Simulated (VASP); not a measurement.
# CsRb (Cmmm) in VASP: single point with LDA

Aim: the single point of CsRb with LDA.

All numbers are computed with VASP 6.6.1; they aren't measurements. Logs are shortened: lines on timing, memory, paths and dates and some standing lists are left out, and cuts for length are marked.

### Step 1. The crystal as given

It takes space group Cmmm (No. 65, orthorhombic). Conventional cell: a = 6.076 Å, b = 8.506 Å, c = 8.390 Å, α = 90.00°, β = 90.00°, γ = 90.00°.

The cell comes from a database or a generator and needn't be the stable form of this composition.

### Step 2. Single point, LDA

File INCAR:

```
SYSTEM = CsRb
ALGO = Normal
EDIFF = 1E-6
ENCUT = 520
GGA = CA
ISIF = 2
ISMEAR = 0
LASPH = .TRUE.
LCHARG = .TRUE.
LELF = .TRUE.
LREAL = .FALSE.
LVHAR = .TRUE.
LWAVE = .FALSE.
NBANDS = 16
NELM = 100
PREC = Accurate
SIGMA = 0.1
```

File KPOINTS:

```
k-points
0
G
  4 4 2
  0 0 0
```

File POSCAR:

```
CsRb
1.0
    3.0378637800     -4.2531526300      0.0000000000
    3.0378637800      4.2531526300      0.0000000000
    0.0000000000      0.0000000000      8.3899400200
Cs Rb
1 1
Direct
    0.0000000000      0.0000000000      0.0000000000
    0.5000000000      0.5000000000      0.5000000000
```

Potentials or basis: VASP PAW LDA potentials, release 64 (Cs_sv, Rb_sv).

Started as:

```console
cat potpaw_LDA.64/Cs_sv/POTCAR potpaw_LDA.64/Rb_sv/POTCAR > POTCAR
mpirun -np 1 vasp_std > vasp.out
```

OUTCAR:

```text
SYSTEM = CsRb
   EDIFF = 1E-6
   ENCUT = 520
   GGA = CA
   ISIF = 2
   ISMEAR = 0
   LASPH = .TRUE.
   LREAL = .FALSE.
   NELM = 100
   PREC = Accurate

 ion  position               nearest neighbor table
   1  0.000  0.000  0.000-
   2  0.500  0.500  0.500-

  LATTYP: Found a base centered orthorhombic cell.
 ALAT       =     6.0757275600
 B/A-ratio  =     1.4000471838
 C/A-ratio  =     1.3808947056

  Lattice vectors:

 A1 = (   3.0378637800,  -4.2531526300,   0.0000000000)
 A2 = (   3.0378637800,   4.2531526300,   0.0000000000)
 A3 = (   0.0000000000,   0.0000000000,   8.3899400200)

Analysis of symmetry for initial positions (statically):
=====================================================================
 Subroutine PRICEL returns:
 Original cell was already a primitive cell.

 Routine SETGRP: Setting up the symmetry group for a
 base centered orthorhombic supercell.

 Subroutine GETGRP returns: Found  8 space group operations
 (whereof  8 operations were pure point group operations)
 out of a pool of  8 trial point group operations.

The static configuration has the point symmetry D_2h.

Analysis of symmetry for dynamics (positions and initial velocities):
=====================================================================
 Subroutine PRICEL returns:
 Original cell was already a primitive cell.

 Routine SETGRP: Setting up the symmetry group for a
 base centered orthorhombic supercell.

 Subroutine GETGRP returns: Found  8 space group operations
 (whereof  8 operations were pure point group operations)
 out of a pool of  8 trial point group operations.

The dynamic configuration has the point symmetry D_2h.

 Subroutine INISYM returns: Found  8 space group operations
 (whereof  8 operations are pure point group operations),
 and found     1 'primitive' translations

----------------------------------------------------------------------------------------

                                     Primitive cell

  volume of cell :     216.8044

  direct lattice vectors                    reciprocal lattice vectors
     3.037863780 -4.253152630  0.000000000     0.164589342 -0.117559853  0.000000000
     3.037863780  4.253152630  0.000000000     0.164589342  0.117559853  0.000000000
     0.000000000  0.000000000  8.389940020     0.000000000  0.000000000  0.119190363

  length of vectors
     5.226655110  5.226655110  8.389940020     0.202262133  0.202262133  0.119190363

  position of ions in fractional coordinates (direct lattice)
     0.000000000  0.000000000  0.000000000
     0.500000000  0.500000000  0.500000000

  ion indices of the primitive-cell ions
   primitive index   ion index
                 1           1
                 2           2

----------------------------------------------------------------------------------------

 KPOINTS: k-points

Automatic generation of k-mesh.
 Grid dimensions read from file:
 generate k-points for:    4    4    2

 Generating k-lattice:

  Cartesian coordinates                     Fractional coordinates (reciprocal lattice)
     0.041147335 -0.029389963  0.000000000     0.250000000 -0.000000000  0.000000000
     0.041147335  0.029389963  0.000000000    -0.000000000  0.250000000  0.000000000
     0.000000000  0.000000000  0.059595182     0.000000000  0.000000000  0.500000000

  Length of vectors
     0.050565533  0.050565533  0.059595182

  Shift w.r.t. Gamma in fractional coordinates (k-lattice)
     0.000000000  0.000000000  0.000000000

 Subroutine IBZKPT returns following result:
 ===========================================

 Found     14 irreducible k-points:

 Following reciprocal coordinates:
            Coordinates               Weight
  0.000000  0.000000  0.000000      1.000000
  0.250000 -0.000000  0.000000      4.000000
  0.500000 -0.000000  0.000000      2.000000
  0.250000  0.250000  0.000000      2.000000
  0.500000  0.250000  0.000000      4.000000
 -0.250000  0.250000  0.000000      2.000000
  0.500000  0.500000  0.000000      1.000000
  0.000000  0.000000  0.500000      1.000000
  0.250000 -0.000000  0.500000      4.000000
  0.500000 -0.000000  0.500000      2.000000
  0.250000  0.250000  0.500000      2.000000
  0.500000  0.250000  0.500000      4.000000
 -0.250000  0.250000  0.500000      2.000000
  0.500000  0.500000  0.500000      1.000000
   k-points           NKPTS =     14   k-points in BZ     NKDIM =     14   number of bands    NBANDS=     16
   number of dos      NEDOS =    301   number of ions     NIONS =      2
   total plane-waves  NPLWV = 102400
   dimension x,y,z NGX =    40 NGY =   40 NGZ =   64
   dimension x,y,z NGXF=    80 NGYF=   80 NGZF=  128
   ions per type =               1   1
   NGX,Y,Z   is equivalent  to a cutoff of  12.72, 12.72, 12.68 a.u.
   NGXF,Y,Z  is equivalent  to a cutoff of  25.45, 25.45, 25.36 a.u.
 SYSTEM =  CsRb
   PREC   = accura    normal or accurate (medium, high low for compatibility)
   ISTART =      0    job   : 0-new  1-cont  2-samecut
   ICHARG =      2    charge: 1-file 2-atom 10-const
   ISPIN  =      1    spin polarized calculation?
   LNONCOLLINEAR =      F non collinear calculations
   LSORBIT =      F    spin-orbit coupling
   LASPH  =      T    aspherical Exc in radial PAW
   ENCUT  =  520.0 eV  38.22 Ry    6.18 a.u.   9.72  9.72 15.60*2*pi/ulx,y,z
   NELM   =    100;   NELMIN=  2; NELMDL= -5     # of ELM steps
   EDIFF  = 0.1E-05   stopping-criterion for ELM
   LREAL  =      F    real-space projection
   EDIFFG = 0.1E-04   stopping-criterion for IOM
   NSW    =      0    number of steps for IOM
   IBRION =     -1    ionic relax: 0-MD 1-quasi-New 2-CG
   NFREE  =      0    steps in history (QN), initial steepest desc. (CG)
   ISIF   =      2    stress and relaxation
   ISYM   =      2    0-nonsym 1-usesym 2-fastsym
   POTIM  = 0.5000    time-step for ionic-motion
   TEBEG  =    0.0;   TEEND  =   0.0 temperature during run
   PSTRESS=    0.0 pullay stress
   NELECT =      18.0000    total number of electrons
   NUPDOWN=      -1.0000    fix difference up-down
   EMIN   =  10.00;   EMAX   =-10.00  energy-range for DOS
   EFERMI =   0.00;   METHOD = LEGACY
   ISMEAR =     0;   SIGMA  =   0.10  broadening in eV -4-tet -1-fermi 0-gaus
   EFERMI_NEDOS =   21; number of points for ismear=-14 and -15
   IALGO  =     38    algorithm
   IMIX   =      4    mixing-type and parameters
     AMIX     =   0.40;   BMIX     =  1.00
     AMIX_MAG =   1.60;   BMIX_MAG =  1.00
  volume/ion in A,a.u.               =     108.40       731.53
  Fermi-wavevector in a.u.,A,eV,Ry     =   0.714183  1.349611  6.939755  0.510058
  Thomas-Fermi vector in A             =   1.802016
   LORBIT       =      0    0 simple, 1 ext, 2 COOP (PROOUT), +10 PAW based schemes
   GGA     = CA    functional components
   LHFCALC =     F    Hartree Fock is set to
   AEXX    =    0.0000 exact exchange contribution
   IVDW    =     0    specifies the selected vdW correction
   LEPSILON=     F    determine dielectric tensor
   LRPA    =     F    only Hartree local field effects (RPA)
 non-spin polarized calculation
 Gauss-broadening in eV      SIGMA  =   0.10
  energy-cutoff  :      520.00
  volume of cell :      216.80
 maximum number of plane-waves:      5856
 NGX is ok and might be reduce to    40
   NGX = 19   NGY = 19   NGZ = 31

 number of electron      17.9999996 magnetization

 Free energy of the ion-electron system (eV)
  ---------------------------------------------------
  ext. energy  EPLUGINS =         0.00000000
  ---------------------------------------------------
  free energy    TOTEN  =        -1.98571662 eV

  energy without entropy =       -1.97061717  energy(sigma->0) =       -1.97816689

 E-fermi :  -0.0640     XC(G=0):  -5.4752

 val. band max:       -0.1120115063   @ k =   0.5000  -0.0000   0.0000
 cond. band min:      -0.0581415610   @ k =   0.5000  -0.0000   0.5000
 fundamental gap:      0.0538699453
 Fermi energy:        -0.0639564639

 k-point     1 :       0.0000    0.0000    0.0000
  band No.  band energies     occupation
      1     -28.8883      2.00000
      2     -23.9046      2.00000
      3     -13.0389      2.00000
      4     -13.0148      2.00000
      5     -13.0004      2.00000
      6     -10.7004      2.00000
[... 8 lines left out ...]
     15       3.0791      0.00000
     16       3.2529      0.00000

 k-point     2 :       0.2500   -0.0000    0.0000
  band No.  band energies     occupation
      1     -28.8879      2.00000
      2     -23.9025      2.00000
      3     -13.0366      2.00000
      4     -13.0277      2.00000
      5     -13.0062      2.00000
      6     -10.7130      2.00000
[... 8 lines left out ...]
     15       3.0600      0.00000
     16       3.1924      0.00000

 k-point     3 :       0.5000   -0.0000    0.0000
  band No.  band energies     occupation
      1     -28.8875      2.00000
      2     -23.9005      2.00000
      3     -13.0448      2.00000
      4     -13.0343      2.00000
      5     -13.0077      2.00000
      6     -10.7710      2.00000
[... 8 lines left out ...]
     15       3.2147      0.00000
     16       3.3377      0.00000

 k-point     4 :       0.2500    0.2500    0.0000
  band No.  band energies     occupation
      1     -28.8875      2.00000
      2     -23.9005      2.00000
      3     -13.0343      2.00000
      4     -13.0308      2.00000
      5     -13.0218      2.00000
      6     -10.7164      2.00000
[... 8 lines left out ...]
     15       2.5080      0.00000
     16       2.5971      0.00000
[... 134 lines left out ...]
 k-point    12 :       0.5000    0.2500    0.5000
  band No.  band energies     occupation
      1     -28.8871      2.00000
      2     -23.8988      2.00000
      3     -13.0417      2.00000
      4     -13.0331      2.00000
      5     -13.0236      2.00000
      6     -10.7641      2.00000
[... 8 lines left out ...]
     15       2.8509      0.00000
     16       3.0000      0.00000

 k-point    13 :      -0.2500    0.2500    0.5000
  band No.  band energies     occupation
      1     -28.8876      2.00000
      2     -23.9009      2.00000
      3     -13.0349      2.00000
      4     -13.0242      2.00000
      5     -13.0224      2.00000
      6     -10.7135      2.00000
[... 8 lines left out ...]
     15       2.3613      0.00000
     16       2.8100      0.00000

 k-point    14 :       0.5000    0.5000    0.5000
  band No.  band energies     occupation
      1     -28.8868      2.00000
      2     -23.8971      2.00000
      3     -13.0441      2.00000
      4     -13.0337      2.00000
      5     -13.0315      2.00000
      6     -10.7813      2.00000
[... 8 lines left out ...]
     15       2.2554      0.00000
     16       2.6859      0.00000

------------------------ aborting loop because EDIFF is reached ----------------------------------------

  FORCE on cell =-STRESS in cart. coord.  units (eV):
  Direction    XX          YY          ZZ          XY          YZ          ZX
  --------------------------------------------------------------------------------------
  -------------------------------------------------------------------------------------
  Total       -0.5255149     -0.5350133     -0.7520171      0.0000000      0.0000000      0.0000000
  in kB       -3.8835375     -3.9537306     -5.5573810      0.0000000      0.0000000      0.0000000
  external PRESSURE =      -4.4648830 kB  Pullay stress =       0.0000000 kB

 VOLUME and BASIS-vectors are now :
 -----------------------------------------------------------------------------
  energy-cutoff  :      520.00
  volume of cell :      216.80
      direct lattice vectors                 reciprocal lattice vectors
     3.037863780 -4.253152630  0.000000000     0.164589342 -0.117559853  0.000000000
     3.037863780  4.253152630  0.000000000     0.164589342  0.117559853  0.000000000
     0.000000000  0.000000000  8.389940020     0.000000000  0.000000000  0.119190363

 POSITION                                       TOTAL-FORCE (eV/Angst)
 -----------------------------------------------------------------------------------
      0.00000      0.00000      0.00000        -0.000000      0.000000      0.000000
      3.03786      0.00000      4.19497         0.000000      0.000000      0.000000
 -----------------------------------------------------------------------------------
    total drift:                                0.000000      0.000000     -0.000000

  FREE ENERGIE OF THE ION-ELECTRON SYSTEM (eV)
  ---------------------------------------------------
  free  energy   TOTEN  =        -1.9857166188 eV

  energy  without entropy=       -1.9706171671  energy(sigma->0) =       -1.97816689
```

It took 28 s on 1 thread of Intel Xeon Platinum 8259CL at 2.50GHz (Skylake/Cascade Lake), shared host; peak memory 0.26 GiB.

Results:

```yaml
Free_energy: -1.9857 eV
Pressure: -0.4 GPa
Band_gap_on_the_k_mesh: none (metal or under the smearing width)
```

Caveat: the k mesh is coarse (spacing up to 0.37 Å⁻¹), so the values aren't converged. Spin-orbit coupling is left out, which matters for the levels of Cs.
